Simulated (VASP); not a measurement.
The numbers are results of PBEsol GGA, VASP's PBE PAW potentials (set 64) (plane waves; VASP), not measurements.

Input for VASP

### POSCAR
```
Be
1
    1.1450000000    -1.9831980000     0.0000000000
    1.1450000000     1.9831980000     0.0000000000
    0.0000000000     0.0000000000     3.5800000000
Be
2
Direct
  0.3333330000   0.6666670000   0.2500000000
  0.6666670000   0.3333330000   0.7500000000
```

### KPOINTS
```
Automatic mesh
0
Gamma
16 16 9
0 0 0
```

**INCAR**
```
SYSTEM = Be
PREC = Accurate
ENCUT = 400
EDIFF = 1E-6
NELM = 100
ALGO = Normal
LREAL = .FALSE.
LASPH = .TRUE.
ISMEAR = 1
SIGMA = 0.1
GGA = PS
LWAVE = .FALSE.
LCHARG = .FALSE.
IBRION = 2
ISIF = 3
NSW = 60
EDIFFG = -0.01
```

POTCAR, in this order: Be (PBE.64 set). Program: vasp_std.

What will the output report for the number of irreducible k-points (NKPTS), number of bands (NBANDS), largest plane-wave count, number of space-group operations, FFT grid (NGX, NGY, NGZ)?

The number of irreducible k-points (NKPTS) is 150. The number of bands (NBANDS) is 6, the largest plane-wave count is 305 and the number of space-group operations comes out as 24. The FFT grid (NGX, NGY, NGZ) is 16 × 16 × 24.

The compound is Be in the hcp structure. This run relaxes it. Symmetry was kept, so distortions that lower it aren't found.
